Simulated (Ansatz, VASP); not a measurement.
## Si in two plane-wave programs

Aim: how closely do two programs agree when they are given the same cell, functional and k mesh? Of the first pair: The structure shown is frame 50 of Ansatz's trajectory.

Calculated with Ansatz 0.2.0; plane waves, with VASP 6.6.1 beside it; single point at PBE.

### 1. Starting point

The cell holds 36 atoms: 36 Si. Cell: a = 9.030 Å, b = 9.030 Å, c = 9.030 Å, α = 90.0°, β = 90.0°, γ = 90.0°. Kind glass; density_g_cm3 2.28; melt_temperature_k 2800; route random start, relaxed, short melt, two cooling runs, relaxed.

### 2. Ansatz: dynamics, PBE

Ansatz runs on its default PAW (the set named soft_2) files.

One frame of this run of dynamics is then solved in both programs, so the motion causes no difference.

Contents of input.yaml:

```yaml
crystal:
  lattice:
    - [9.030263927, 0.0, 0.0]
    - [0.0, 9.030263927, 0.0]
    - [0.0, 0.0, 9.030263927]
  atoms:
    - { symbol: Si, position: [0.1296807243, 0.3123121397, 0.8389689826] }
    - { symbol: Si, position: [0.5363470927, 0.1056301947, 0.4897380939] }
    - { symbol: Si, position: [0.5120758681, 0.2958606989, 0.6865447003] }
    - { symbol: Si, position: [0.1834333036, 0.3431909298, 0.5579718511] }
    - { symbol: Si, position: [0.3998526094, 0.6049275541, 0.8225422899] }
    - { symbol: Si, position: [0.7335292883, 0.2773276596, -0.1281857335] }
    - { symbol: Si, position: [0.971573686, 0.3106321221, 0.3296579907] }
    - { symbol: Si, position: [0.9067645468, 0.662644, 0.3432686055] }
    - { symbol: Si, position: [0.8829885799, -0.0071366356, 0.7329526846] }
    - { symbol: Si, position: [0.9134705025, 0.2796446429, 0.6270939771] }
    - { symbol: Si, position: [0.2217620017, 0.6200749414, 0.6096194289] }
    - { symbol: Si, position: [0.6735923314, 0.8877226267, 0.5402935588] }
    - { symbol: Si, position: [0.9068152033, 0.8967265719, 0.1646287139] }
    - { symbol: Si, position: [0.1842771057, 0.671484342, 0.3436005599] }
    - { symbol: Si, position: [0.3353022128, 0.5415622088, 0.1647807709] }
    - { symbol: Si, position: [0.6057671973, 0.8291883216, 0.2511865369] }
    - { symbol: Si, position: [0.5783584725, 0.6656935904, 1.0224579042] }
    - { symbol: Si, position: [0.4241889841, 0.0252889424, 0.235729181] }
    - { symbol: Si, position: [0.1838458929, 0.8940696335, 0.1917523496] }
    - { symbol: Si, position: [0.6855342801, 0.3375750241, 0.4819048348] }
    - { symbol: Si, position: [0.3871824766, 0.3412131171, 0.9272897235] }
    - { symbol: Si, position: [0.3850224048, 0.3022224212, 0.3441627804] }
    - { symbol: Si, position: [0.8388250174, 0.5697192802, 0.60945386] }
    - { symbol: Si, position: [1.001553357, 0.7275831731, 0.7446943796] }
    - { symbol: Si, position: [0.1967896917, 0.7131239073, 0.9887344884] }
    - { symbol: Si, position: [0.7592709514, 0.46647728, 0.2289474562] }
    - { symbol: Si, position: [0.8014240468, 0.5322157908, 0.9409995101] }
    - { symbol: Si, position: [0.5055452748, 0.6074952499, 0.3641060521] }
    - { symbol: Si, position: [0.9530347036, 0.1451391876, -0.0419110921] }
    - { symbol: Si, position: [-0.0714131623, 0.9362423118, 0.4714694461] }
    - { symbol: Si, position: [0.5757703852, 0.6455092977, 0.6223934424] }
    - { symbol: Si, position: [0.1791430448, 0.2620424616, 0.1536415829] }
    - { symbol: Si, position: [0.7974788048, 0.8153809417, 0.9312641046] }
    - { symbol: Si, position: [0.055282486, 0.4942764614, 1.0364152423] }
    - { symbol: Si, position: [0.7927197814, 0.1177624279, 0.2682166694] }
    - { symbol: Si, position: [0.572741209, 0.2572035684, 0.1337062246] }
kpoints:
  mp_grid: { grid: [1, 1, 1] }
scf:
  occupations: { method: fermi_dirac, width: 0.1 }
  n_extra_bands: 24
hamiltonian:
  xc: pbe
  pseudopotentials: { kind: paw }
output:
  forces: true
basis:
  ecutwfc: 320
md:
  timestep: 2.5
  n_steps: 150
  ensemble: nvt_langevin
  temperature: 2800
  seed: 1
```

Started as:

```
> ansatz run input.yaml --threads 3 --pin off --max-ram 8192MiB --backend cpu --events-out ev --progress --plain --runs-dir out
```

Numbers of over 12 decimals in the logs are rounded to 6 here.

What it wrote:

```text
Warning: md: disabling space-group detection — thermal motion breaks the input geometry's symmetry, so no spatial operation reduces the k-mesh or symmetrises the density; time reversal is kept, so that k and −k are solved as one point where they differ and the mesh holds both, and exact exchange and, on two spinor components, a DFT+U term hold to it where the run has them: on two components no moment then forms, and  [...]
Warning: basis.ecutwfc = 320 eV is below the records' recommended 420 eV, and the density's cutoff is lower with it unless basis.ecutrho_ratio is high enough to keep the records' density cutoff: compare with a run at a higher cutoff
scf.n_extra_bands = 24 over 72 filled bands (N_el = 144.0): the run solves 96 bands
Engine: ansatz 0.2.0, x86_64-unknown-linux-gnu
Pseudopotentials: kind: paw
Pseudopotential: Si, paw, valence charge 4, recommended cutoff 420 eV (normal), Si.paw.azcp
Functional definition: PBE
  parameter kappa = 0.804
  parameter beta = 0.066725
  exchange = pbe_x(kappa = kappa, mu = beta*pi^2/3)
  correlation = pbe_c(beta = beta)
Crystal: 36 atoms, lattice volume = 736.379 Å³
Basis set: ecut = 320 eV, 9627 PW (Γ), exchange–correlation on 108×108×108 points (8 copies of the dense FFT grid, shifted against one another)
Bands: 96, of which v1, the nominal top of the filled ones, is band 72 counted from 1 (71 counted from 0)
Symmetry: 1 space group operations
k-points: 1
Non-local potential: Si, projectors of the file, l = 0: 2, l = 1: 2, l = 2: 2
PAW form: soft (Blöchl's): semilocal exchange-correlation on the pseudo side does not see the compensation charge
PAW one-centre angular grid: Si, 110 points (default); XC on 64 Gauss nodes
Initial density: superposition of atomic densities (neutral atoms: chi_scale 0, normalization atom), corrected by the library's trained network
Initial wavefunctions: pseudopotential atomic-orbital guess
Functional: x = pbe(κ = 0.804, μ = 0.219515), c = pbe(β = 0.066725)
SCF iter   1: F=—  HF=-22882.252161 eV  |F-HF|=—  |Δ(HF+E_count)|=         —  Δρ=7.00e-3  dr2=7.85e-1  ethr=1.77e-3  ⟨swp⟩=9.0  Hψ=546  notcnv=0
preconditioner: auto → Resta (q_TF=auto, 2.079 Å⁻¹)  ε∞=6.6  [insulator: Δε(μ)=0.611 eV  Ē_g=6.938 eV  σ=0.100 eV  W_gap=0.91  n_scr=92 (ndim 8)  ℏωp=16.4 eV  f_vac=0.032  D(μ)=1.91/eV (n_scr^D=0)  ε∞_Penn≈6.6]
SCF iter   2: F=—  HF=-22882.098524 eV  |F-HF|=—  |Δ(HF+E_count)|=   1.54e-1  Δρ=3.76e-3  dr2=1.69e-1  ethr=5.45e-4  ⟨swp⟩=1.0  Hψ=111  notcnv=0
preconditioner: auto → LDOS  [insulator: Δε(μ)=0.581 eV  Ē_g=6.932 eV  σ=0.100 eV  W_gap=0.90  n_scr=92 (ndim 8)  ℏωp=16.4 eV  f_vac=0.033  D(μ)=2.19/eV (n_scr^D=6)  ε∞_Penn≈6.6  β→1.0]
SCF iter   3: F=—  HF=-22882.132695 eV  |F-HF|=—  |Δ(HF+E_count)|=   3.42e-2  Δρ=2.45e-3  dr2=4.75e-1  ethr=1.17e-4  ⟨swp⟩=3.0  Hψ=188  notcnv=0  recentre
SCF iter   4: F=—  HF=-22882.066329 eV  |F-HF|=—  |Δ(HF+E_count)|=   6.64e-2  Δρ=5.35e-4  dr2=1.64e-2  ethr=1.17e-4  ⟨swp⟩=2.0  Hψ=143  notcnv=0
SCF iter   5: F=—  HF=-22882.064689 eV  |F-HF|=—  |Δ(HF+E_count)|=   1.64e-3  Δρ=2.35e-4  dr2=1.83e-3  ethr=1.14e-5  ⟨swp⟩=2.0  Hψ=144  notcnv=0
SCF iter   6: F=—  HF=-22882.064465 eV  |F-HF|=—  |Δ(HF+E_count)|=   2.24e-4  Δρ=7.41e-5  dr2=1.41e-4  ethr=1.27e-6  ⟨swp⟩=2.0  Hψ=166  notcnv=0
SCF iter   7: F=—  HF=-22882.064422 eV  |F-HF|=—  |Δ(HF+E_count)|=   4.32e-5  Δρ=3.34e-5  dr2=3.27e-5  ethr=9.78e-8  ⟨swp⟩=2.0  Hψ=138  notcnv=0
SCF iter   8: F=—  HF=-22882.064885 eV  |F-HF|=—  |Δ(HF+E_count)|=   4.64e-4  Δρ=1.64e-5  dr2=4.92e-6  ethr=2.27e-8  ⟨swp⟩=2.0  Hψ=146  notcnv=0
SCF iter   9: F=—  HF=-22882.064886 eV  |F-HF|=—  |Δ(HF+E_count)|=   7.95e-7  Δρ=7.33e-6  dr2=5.39e-7  ethr=3.42e-9  ⟨swp⟩=2.0  Hψ=168  notcnv=0
SCF iter  10: F=—  HF=-22882.064886 eV  |F-HF|=—  |Δ(HF+E_count)|=   3.24e-7  Δρ=2.83e-6  dr2=1.09e-7  ethr=3.74e-10  ⟨swp⟩=2.0  Hψ=148  notcnv=0
SCF iter  11: F=-22882.064886 eV  HF=-22882.064886 eV  |F-HF|=3.45e-9  |Δ(HF+E_count)|=   5.37e-8  Δρ=1.20e-6  dr2=1.76e-8  ethr=2.50e-11  ⟨swp⟩=5.0  Hψ=340  notcnv=0
SCF 1 converged in 11 iterations: F = -22882.064886 eV  dr2 = 1.76e-8
  greatest PAW one-centre occupation: 0.702 electrons in one spin orbital (limit 2), on the Si atom at site 29 (counted from 0), in its partial waves of l = 0
md step     0: t =     0.00 fs  T =     0.0 K  F+E_penalty+E_count = -22882.06488640 eV  E_kin = 0.000000 eV  (11 SCF iters)
[...]
md step    66: t =   165.00 fs  T =  2198.8 K  F+E_penalty+E_count = -22872.22013191 eV  E_kin = 10.231885 eV  (7 SCF iters)
[...]
md step    67: t =   167.50 fs  T =  2101.5 K  F+E_penalty+E_count = -22871.83209180 eV  E_kin = 9.779247 eV  (7 SCF iters)
[...]
md step    68: t =   170.00 fs  T =  1890.5 K  F+E_penalty+E_count = -22871.39352739 eV  E_kin = 8.796967 eV  (7 SCF iters)
[...]
md step    69: t =   172.50 fs  T =  2004.1 K  F+E_penalty+E_count = -22871.02960637 eV  E_kin = 9.325710 eV  (7 SCF iters)
[...]
md step    70: t =   175.00 fs  T =  2163.7 K  F+E_penalty+E_count = -22870.87055230 eV  E_kin = 10.068587 eV  (9 SCF iters)
[...]
md step    71: t =   177.50 fs  T =  2174.5 K  F+E_penalty+E_count = -22870.94476503 eV  E_kin = 10.118554 eV  (7 SCF iters)
SCF iter   1: F=—  HF=-22871.158927 eV  |F-HF|=—  |Δ(HF+E_count)|=         —  Δρ=3.75e-4  dr2=1.58e-3  ethr=1.33e-5  ⟨swp⟩=6.0  Hψ=277  notcnv=0
preconditioner: auto → LDOS  [metal: Δε(μ)=0.184 eV  Ē_g=6.762 eV  σ=0.100 eV  W_gap=0.43  n_scr=92 (ndim 8)  ℏωp=16.4 eV  f_vac=0.018  D(μ)=10.71/eV (n_scr^D=56)  β→1.0]
SCF iter   2: F=—  HF=-22871.158769 eV  |F-HF|=—  |Δ(HF+E_count)|=   1.58e-4  Δρ=1.78e-4  dr2=8.29e-4  ethr=1.10e-6  ⟨swp⟩=2.0  Hψ=177  notcnv=0
SCF iter   3: F=—  HF=-22871.158589 eV  |F-HF|=—  |Δ(HF+E_count)|=   1.80e-4  Δρ=4.06e-5  dr2=5.04e-5  ethr=5.76e-7  ⟨swp⟩=2.0  Hψ=147  notcnv=0
SCF iter   4: F=—  HF=-22871.158764 eV  |F-HF|=—  |Δ(HF+E_count)|=   1.75e-4  Δρ=1.32e-5  dr2=2.86e-6  ethr=3.50e-8  ⟨swp⟩=2.0  Hψ=169  notcnv=0
SCF iter   5: F=—  HF=-22871.159159 eV  |F-HF|=—  |Δ(HF+E_count)|=   3.95e-4  Δρ=4.63e-6  dr2=3.31e-7  ethr=1.99e-9  ⟨swp⟩=2.0  Hψ=167  notcnv=0
SCF iter   6: F=—  HF=-22871.159159 eV  |F-HF|=—  |Δ(HF+E_count)|=   3.02e-8  Δρ=1.61e-6  dr2=5.89e-8  ethr=2.30e-10  ⟨swp⟩=3.0  Hψ=202  notcnv=0
SCF iter   7: F=-22871.159159 eV  HF=-22871.159159 eV  |F-HF|=4.48e-9  |Δ(HF+E_count)|=   2.63e-9  Δρ=6.29e-7  dr2=7.55e-9  ethr=2.50e-11  ⟨swp⟩=4.0  Hψ=314  notcnv=0
SCF 73 converged in 7 iterations: F = -22871.159159 eV  dr2 = 7.55e-9
  greatest PAW one-centre occupation: 0.713 electrons in one spin orbital (limit 2), o
```

Reading the cycles: dr2 is the Hartree energy of the density residual (eV), the measure of convergence; HF is the Harris–Foulkes estimate of the energy, which meets the free energy F at convergence.

### 3. VASP: single point, PBE, pair 1

The same cell, functional, mesh and smearing now go to VASP, with its own data sets.

Lines of VASP's logs that name or quote its potential files are left out, and so is its time.

Contents of INCAR:

```
SYSTEM = Si
PREC = Accurate
ENCUT = 400
EDIFF = 1E-06
NELM = 120
ISMEAR = -1
SIGMA = 0.1
LREAL = Auto
ALGO = Normal
GGA = PE
NBANDS = 100
LORBIT = 11
LWAVE = .FALSE.
LCHARG = .FALSE.
ISIF = 2
LASPH = .TRUE.
GGA_COMPAT = .FALSE.
EFERMI = MIDGAP
```

Contents of POSCAR:

```
Si
1.0
    9.0302639270      0.0000000000      0.0000000000
    0.0000000000      9.0302639270      0.0000000000
    0.0000000000      0.0000000000      9.0302639270
Si
36
Direct
    0.1004375960      0.2416965902      0.8728424843
    0.5264828402      0.1067915631      0.5600924891
    0.4308329227      0.3612518999      0.6229770298
    0.1579524155      0.2737166953      0.5703488892
    0.4005501976      0.5633537448      0.8922181085
    0.7033191999      0.2755034648      0.8967482005
    0.9871104623      0.2884625545      0.3141201656
    0.8713564812      0.6727122318      0.3297965623
    0.8729466895      0.0569869280      0.7129807115
    0.8995811269      0.2983556208      0.6360061064
    0.1860920139      0.5827068890      0.6635193665
    0.6249614680      0.8527349878      0.5940612637
    0.9145567690      0.9027007478      0.2142952870
    0.1781261337      0.7534293632      0.3731280755
    0.2130561206      0.5242071592      0.2358984208
    0.6050245092      0.7457735515      0.2581708596
    0.6207561645      0.6068656514      0.0318391661
    0.5123364098      0.9881341231      0.2665493522
    0.2850050697      0.9248659915      0.1696797582
    0.6663185095      0.3233471384      0.4952280505
    0.4413237567      0.2977525377      0.8804568797
    0.3614157932      0.2972022769      0.3551442157
    0.7846045317      0.5665466748      0.5853019405
    0.0058122413      0.7998766214      0.8071063104
    0.2064868774      0.7040104311      0.0476715937
    0.7438919897      0.4212726262      0.1777971290
    0.8618811214      0.5181134281      0.8469324996
    0.4550256818      0.5917017535      0.4143282002
    0.8804334031      0.1009338163      0.0009533498
    0.8701221792      0.8881130236      0.4948997101
    0.5228205995      0.6012145430      0.6783793973
    0.2121383179      0.1790576680      0.1663018946
    0.7981041372      0.7747549857      0.9595492524
    0.9669917732      0.4647678112      0.0727770615
    0.7497931461      0.1394140869      0.3074734053
    0.4873937280      0.2203842563      0.1369889086
```

Contents of KPOINTS:

```
Automatic mesh
0
Gamma
1 1 1
0 0 0
```

Potentials, in the order of the species: Si (PBE family, release 64).

Started as:

```
> mpirun -np 4 vasp_gam
```

What it wrote:

```text
[banner, memory and clock lines left out]
running    4 mpi-ranks, on    1 nodes
[...]
LDA part: xc-table for (Slater+PW92), standard interpolation
 POSCAR, INCAR and KPOINTS ok, starting setup
[...]
entering main loop
       N       E                     dE             d eps       ncg     rms          rms(c)
DAV:   1     0.586075323299E+03    0.58608E+03   -0.53296E+04   200   0.102E+03
DAV:   2    -0.108453670104E+03   -0.69453E+03   -0.64456E+03   256   0.190E+02
DAV:   3    -0.180654931973E+03   -0.72201E+02   -0.68880E+02   264   0.529E+01
DAV:   4    -0.183006520214E+03   -0.23516E+01   -0.23292E+01   248   0.112E+01
[...]
DAV:  14    -0.180456915601E+03   -0.23842E-04   -0.20199E-05   248   0.118E-02    0.616E-03
DAV:  15    -0.180456919810E+03   -0.42083E-05   -0.38157E-06   200   0.575E-03    0.277E-03
DAV:  16    -0.180456920522E+03   -0.71286E-06   -0.79294E-07   160   0.293E-03
   1 F= -.18045692E+03 E0= -.18032616E+03  d E =-.261513E+00
```

Parts of OUTCAR (step 3):

```text
  Total      -21.8621625    -27.8340854    -28.3639286     -0.2130129     -3.0770290     -2.2847690
  in kB      -47.5666284    -60.5600476    -61.7128544     -0.4634631     -6.6948499     -4.9710892
  external PRESSURE =     -56.6131768 kB  Pullay stress =       0.0000000 kB

 POSITION                                       TOTAL-FORCE (eV/Angst)
 -----------------------------------------------------------------------------------
      0.90698      2.18258      7.88200        -0.157442      0.384412      0.669399
      4.75428      0.96436      5.05778        -0.289176     -0.806308     -0.171712
      3.89054      3.26220      5.62565        -0.521102     -1.652123     -0.445703
      1.42635      2.47173      5.15040         0.185736      0.591603     -0.058048
      3.61707      5.08723      8.05697        -1.508417      0.631898      1.215088
      6.35116      2.48787      8.09787         1.107145      0.094373     -0.115785
      8.91387      2.60489      2.83659         0.357712     -0.318935     -0.071916
      7.86858      6.07477      2.97815        -0.026176     -1.954023     -0.378359
      7.88294      0.51461      6.43840        -0.328039     -1.983596      0.267125
      8.12345      2.69423      5.74330         0.087458      1.110729     -0.262950
      1.68046      5.26200      5.99176        -0.070399      0.568543     -0.248054
      5.64357      7.70042      5.36453        -0.314892     -0.059830      0.227488
      8.25869      8.15163      1.93514        -0.049431      0.960093     -0.819933
      1.60853      6.80367      3.36945         0.128799     -0.976202     -0.025624
[...]
-----------------------------------------------------------------------------------
    total drift:                               -0.000103     -0.000413      0.007197

  FREE ENERGIE OF THE ION-ELECTRON SYSTEM (eV)
  ---------------------------------------------------
  free  energy   TOTEN  =      -180.4569205224 eV

  energy  without entropy=     -180.1954072956  energy(sigma->0) =     -180.32616391

[... 3 further parts left out ...]
[key lines of the parts left out:]
E-fermi :   5.7800
```

The run ends at a pressure of -5.66 GPa, with forces up to 2.9 eV/Å.

### 4. Differences

Known differences besides the potentials themselves: the cutoff is 320 eV in Ansatz and 400 eV in VASP (PREC = Accurate, projectors in real space); Ansatz's log warns that its cutoff lies below the recommended one. Total energies have different zeros and are not compared.

Forces on 8 of the 36 atoms, those with the largest forces and the largest differences (eV/Å; atoms numbered as in POSCAR):

```csv
atom,"Ansatz x, y, z","VASP x, y, z"
Si5,"-1.520, 0.635, 1.220","-1.508, 0.632, 1.215"
Si8,"-0.016, -1.970, -0.382","-0.026, -1.954, -0.378"
Si9,"-0.327, -1.991, 0.267","-0.328, -1.984, 0.267"
Si26,"-1.255, -0.576, 1.235","-1.249, -0.566, 1.226"
Si31,"1.345, 1.876, -1.784","1.342, 1.869, -1.790"
Si32,"-2.096, 0.115, -0.545","-2.085, 0.116, -0.534"
Si34,"2.139, -0.106, 0.330","2.129, -0.105, 0.333"
Si36,"1.260, 0.882, -0.288","1.245, 0.877, -0.284"
```

The forces differ by 5.7 meV/Å r.m.s., which is 0.7 % of the r.m.s. force of 0.786 eV/Å (both taken over all components).

### 5. Ansatz: dynamics, PBE

One frame of this run of dynamics is then solved in both programs, so the motion causes no difference.

The structure compared here is frame 40 of Ansatz's trajectory.

Contents of input.yaml:

```yaml
crystal:
  lattice:
    - [9.030263927, 0.0, 0.0]
    - [0.0, 9.030263927, 0.0]
    - [0.0, 0.0, 9.030263927]
  atoms:
    - { symbol: Si, position: [-0.0041435239, 0.3582865539, 0.9526931389] }
    - { symbol: Si, position: [0.4990565041, 0.0838801929, 0.7050752347] }
    - { symbol: Si, position: [0.5351135746, 0.3756230522, 0.66352018] }
    - { symbol: Si, position: [0.1710634608, 0.3002292031, 0.7584031137] }
    - { symbol: Si, position: [0.3049344181, 0.5548235785, 0.7837215195] }
    - { symbol: Si, position: [0.7721879793, 0.2897913408, -0.2408705699] }
    - { symbol: Si, position: [1.0951740248, 0.1663829587, 0.3680295625] }
    - { symbol: Si, position: [0.8116473275, 0.5547403422, 0.2425079949] }
    - { symbol: Si, position: [0.7062861988, 0.0251682306, 0.8590764731] }
    - { symbol: Si, position: [0.8644745582, 0.2649819677, 0.3406901467] }
    - { symbol: Si, position: [0.1974394037, 0.6837931072, 0.6088905072] }
    - { symbol: Si, position: [0.4166817064, 0.8522053509, 0.6449238271] }
    - { symbol: Si, position: [0.9764061286, 0.7484393927, 0.2740338238] }
    - { symbol: Si, position: [0.2443702514, 0.8231639193, 0.3658800281] }
    - { symbol: Si, position: [0.1639050627, 0.4545303141, 0.2723716516] }
    - { symbol: Si, position: [0.5948836804, 0.5899573296, 0.335376195] }
    - { symbol: Si, position: [0.5511382873, 0.7523171174, 1.0567323476] }
    - { symbol: Si, position: [0.5670810412, -0.0902316145, 0.3578841531] }
    - { symbol: Si, position: [0.3647416568, 0.9468918136, 0.176862405] }
    - { symbol: Si, position: [0.6214244223, 0.2120564153, 0.3614273919] }
    - { symbol: Si, position: [0.3651818068, 0.1550424592, 0.936047356] }
    - { symbol: Si, position: [0.3680235781, 0.2542341488, 0.3213815274] }
    - { symbol: Si, position: [0.8183358924, 0.6391684486, 0.5057630787] }
    - { symbol: Si, position: [0.9455463216, 0.7853820276, 0.7178784578] }
    - { symbol: Si, position: [0.353001226, 0.6355064054, 1.1599722475] }
    - { symbol: Si, position: [0.7967258674, 0.4283842189, 0.0342510933] }
    - { symbol: Si, position: [0.9622258603, 0.3954489341, 0.5818258993] }
    - { symbol: Si, position: [0.344982517, 0.5161342145, 0.4702580389] }
    - { symbol: Si, position: [0.9376979972, -0.0285674689, -0.0653478092] }
    - { symbol: Si, position: [-0.2041806603, 0.9386961908, 0.4885799999] }
    - { symbol: Si, position: [0.5440113804, 0.6665304078, 0.796289175] }
    - { symbol: Si, position: [0.0894063448, 0.1160474116, 0.0782287798] }
    - { symbol: Si, position: [0.8740367329, 0.5752510125, 0.8373251913] }
    - { symbol: Si, position: [0.1490584961, 0.5954033572, 0.9662003123] }
    - { symbol: Si, position: [0.7773644408, -0.0685330607, 0.1521271771] }
    - { symbol: Si, position: [0.5434520641, 0.3153332065, 0.1008487296] }
kpoints:
  mp_grid: { grid: [1, 1, 1] }
scf:
  occupations: { method: fermi_dirac, width: 0.1 }
  n_extra_bands: 24
hamiltonian:
  xc: pbe
  pseudopotentials: { kind: paw }
output:
  forces: true
basis:
  ecutwfc: 320
md:
  timestep: 2.5
  n_steps: 120
  ensemble: nvt_langevin
  temperature: 1540
  seed: 1
```

Started as:

```
> ansatz run input.yaml --threads 3 --pin off --max-ram 8192MiB --backend cpu --events-out ev --progress --plain --runs-dir out
```

What it wrote:

```text
[...]
Crystal: 36 atoms, lattice volume = 736.379 Å³
Basis set: ecut = 320 eV, 9627 PW (Γ), exchange–correlation on 108×108×108 points (8 copies of the dense FFT grid, shifted against one another)
Bands: 96, of which v1, the nominal top of the filled ones, is band 72 counted from 1 (71 counted from 0)
Symmetry: 1 space group operations
k-points: 1
[...]
SCF iter   1: F=—  HF=-22869.335327 eV  |F-HF|=—  |Δ(HF+E_count)|=         —  Δρ=7.25e-3  dr2=1.35e0  ethr=1.77e-3  ⟨swp⟩=8.0  Hψ=472  notcnv=0
[...]
md step     0: t =     0.00 fs  T =     0.0 K  F+E_penalty+E_count = -22869.09417049 eV  E_kin = 0.000000 eV  (10 SCF iters)
[...]
md step    73: t =   182.50 fs  T =  1119.4 K  F+E_penalty+E_count = -22872.82460401 eV  E_kin = 5.209107 eV  (6 SCF iters)
[...]
md step    76: t =   190.00 fs  T =  1312.9 K  F+E_penalty+E_count = -22873.63698132 eV  E_kin = 6.109516 eV  (7 SCF iters)
[...]
md step    79: t =   197.50 fs  T =  1689.6 K  F+E_penalty+E_count = -22874.56479290 eV  E_kin = 7.862201 eV  (7 SCF iters)
[...]
```

[end of part 1 of 2]

[Lines on the potential files, build, host, timing and source positions are cut from VASP's logs without a mark.]

[Logs are printed without paths, hosts, clocks, repeated set-up lines and the standing remarks that a program may print on its own settings, such as how far it seeks lower states.]

[Hosts, paths, dates, database ids (printed as entryN), source tags and the programs' standing remarks are cut or masked in the printed files.]
